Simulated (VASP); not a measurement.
Consider the following.

```
CdSe
1.0
    0.00000     3.06162     3.06162
    3.06162     0.00000     3.06162
    3.06162     3.06162     0.00000
Cd Se
1 1
Direct
  0.00000   0.00000   0.00000
  0.25000   0.25000   0.25000
```

Computed with PBE GGA with D3 dispersion (Becke-Johnson damping), VASP's PBE PAW potentials (set 64) (plane waves; VASP). Run with 520 eV cut-off, Gaussian smearing of 0.050 eV, potentials Cd Se.

Task: Give the energies of bands 7 to 11 at the high-symmetry points, in eV from the valence-band maximum.

Result: 
```json
[
 {"band": "7", "Γ": "0.00", "X": "-3.99", "U": "-3.92", "L": "-4.27", "W": "-3.89"},
 {"band": "8", "Γ": "0.00", "X": "-1.79", "U": "-2.44", "L": "-0.72", "W": "-2.16"},
 {"band": "9", "Γ": "0.00", "X": "-1.79", "U": "-1.46", "L": "-0.72", "W": "-2.13"},
 {"band": "10", "Γ": "0.57", "X": "3.18", "U": "3.71", "L": "2.37", "W": "4.95"},
 {"band": "11", "Γ": "5.93", "X": "3.74", "U": "5.12", "L": "6.44", "W": "5.22"}
]
```

The gap is direct, 0.57 eV, from the valence maximum at Γ to the conduction minimum at Γ.

The compound is CdSe in the zinc blende structure, whereas wurtzite is the usual form. It was relaxed first.
